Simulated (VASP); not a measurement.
Computed with PBE GGA, VASP's PBE PAW potentials (set 64) (plane waves; VASP).

Input for VASP

INCAR:
```
ENCUT = 300   # plane-wave cut-off (eV)
LWAVE = .False.
NELM = 100   # most electronic steps
ALGO = Normal
GGA = PE   # PBE
LCHARG = .False.
LASPH = .True.   # aspherical one-centre terms
LREAL = .False.   # projection in real space or not
PREC = Accurate
LMAXMIX = 4   # l cut-off of mixed one-centre charges
SIGMA = 0.05   # width (eV)
ISIF = 2   # forces and stress, cell fixed
EDIFF = 1E-6
SYSTEM = Sn
ISMEAR = 1
```

File POSCAR:
```
Sn
1.0
 -2.9401400000   2.9401400000   1.5993000000
  2.9401400000  -2.9401400000   1.5993000000
  2.9401400000   2.9401400000  -1.5993000000
Sn
2
Cart
 -0.0000000000   2.9401400000   0.7996500000
  0.0000000000   0.0000000000   0.0000000000
```

File KPOINTS:
```
Automatic mesh
0
Gamma
28 28 28
0 0 0
```

POTCAR, in this order: Sn_d (PBE.64 set). Program: vasp_std.

The run wrote:

OSZICAR:
```
       N       E                     dE             d eps       ncg     rms          rms(c)
DAV:   1     0.171131813816E+03    0.17113E+03   -0.11425E+04 59234   0.176E+03
DAV:   2     0.668028993884E+01   -0.16445E+03   -0.16258E+03 59310   0.366E+02
DAV:   3    -0.726543157624E+01   -0.13946E+02   -0.13822E+02 67836   0.120E+02
DAV:   4    -0.761021920300E+01   -0.34479E+00   -0.34405E+00 66762   0.205E+01
DAV:   5    -0.762237679299E+01   -0.12158E-01   -0.12157E-01 78682   0.333E+00    0.228E+00
DAV:   6    -0.760865686895E+01    0.13720E-01   -0.26314E-02 76608   0.246E+00    0.129E+00
DAV:   7    -0.760467675541E+01    0.39801E-02   -0.18791E-02 76420   0.201E+00    0.143E-01
DAV:   8    -0.760459570762E+01    0.81048E-04   -0.17640E-03 68626   0.620E-01    0.335E-02
DAV:   9    -0.760460462826E+01   -0.89206E-05   -0.45713E-05 71926   0.681E-02    0.125E-02
DAV:  10    -0.760460317595E+01    0.14523E-05   -0.57124E-06 65414   0.338E-02    0.191E-03
DAV:  11    -0.760460317030E+01    0.56493E-08   -0.21596E-07 31716   0.682E-03
   1 F= -.76046032E+01 E0= -.76046096E+01  d E =0.192880E-04
```

File OUTCAR:
```
------------------------ aborting loop because EDIFF is reached ----------------------------------------
  FORCE on cell =-STRESS in cart. coord.  units (eV):
  Direction    XX          YY          ZZ          XY          YZ          ZX
  --------------------------------------------------------------------------------------
  Total        0.3397632      0.3397632      0.2412238      0.0000000      0.0000000      0.0000000
  in kB        9.8437579      9.8437579      6.9888352      0.0000000      0.0000000      0.0000000
  external PRESSURE =       8.8921170 kB  Pullay stress =       0.0000000 kB
  volume of cell :       55.30
      direct lattice vectors                 reciprocal lattice vectors
    -2.940140000  2.940140000  1.599300000     0.000000000  0.170059929  0.312636779
     2.940140000 -2.940140000  1.599300000     0.170059929  0.000000000  0.312636779
     2.940140000  2.940140000 -1.599300000     0.170059929  0.170059929  0.000000000
 POSITION                                       TOTAL-FORCE (eV/Angst)
 -----------------------------------------------------------------------------------
     -0.00000      2.94014      0.79965         0.000000     -0.000000     -0.000000
      0.00000      0.00000      0.00000        -0.000000      0.000000      0.000000
 -----------------------------------------------------------------------------------
    total drift:                               -0.000000      0.000000      0.000000
  FREE ENERGIE OF THE ION-ELECTRON SYSTEM (eV)
  ---------------------------------------------------
  free  energy   TOTEN  =        -7.6046031703 eV

  energy  without entropy=       -7.6046224583  energy(sigma->0) =       -7.60460960
```
(Selected blocks of OUTCAR.)

At this cut-off the stress carries a Pulay error, which pulls relaxed volumes low.

The structure comes from a computed database's Sn entry; how it stands against other phases isn't given here. The cell was not relaxed at this level. The run is one of a series of settings (KPOINTS 28×28×28 Γ-centred mesh against the base run), some of them coarse on purpose.
